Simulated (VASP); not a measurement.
Input:

```
WS2
1.0
    3.14756     0.00000     0.00000
   -1.57378     2.72586     0.00000
    0.00000     0.00000    12.63554
W S
2 4
Direct
  0.66667   0.33333   0.75000
  0.33333   0.66667   0.25000
  0.66667   0.33333   0.37800
  0.33333   0.66667   0.87800
  0.33333   0.66667   0.62200
  0.66667   0.33333   0.12200
```

Computed with PBEsol GGA, VASP's PBE PAW potentials (set 64) (plane waves; VASP). Numerical set-up: PREC = Normal, EDIFF = 1E-5, 400 eV cut-off, 11×11×3 Γ-centred mesh, Gaussian smearing of 0.050 eV, potentials W_sv S.

Without a dispersion term in the relaxation, distances and binding between the weakly bound layers, chains or molecules are unreliable, and so is what depends on them.

Q: The ions are relaxed. Give the cell that the relaxation ends in.

A: 
```
WS2
1.0
    3.14756     0.00000     0.00000
   -1.57378     2.72586     0.00000
    0.00000     0.00000    12.63554
W S
2 4
Direct
  0.66667   0.33333   0.75000
  0.33333   0.66667   0.25000
  0.66667   0.33333   0.37410
  0.33333   0.66667   0.87410
  0.33333   0.66667   0.62590
  0.66667   0.33333   0.12590
```
Space group P6_3/mmc (194), at a tolerance of 0.03 Å.

Q: How much energy does the relaxation gain?

A: The energy (σ→0) changes by -15.9 meV/atom, in 3 ionic steps.

```tsv
step	E(σ→0) (eV)	max force (eV/Å)	pressure (GPa)	volume (Å³)
1	-50.4573	0.946	-5.03	108.41
2	-50.5522	0.076	-0.44	108.41
3	-50.5528	0.001	-0.03	108.41
```

The compound is WS2 in the 2H layered structure. This run relaxes the ions in a fixed cell. Symmetry was kept, so distortions that lower it aren't found.
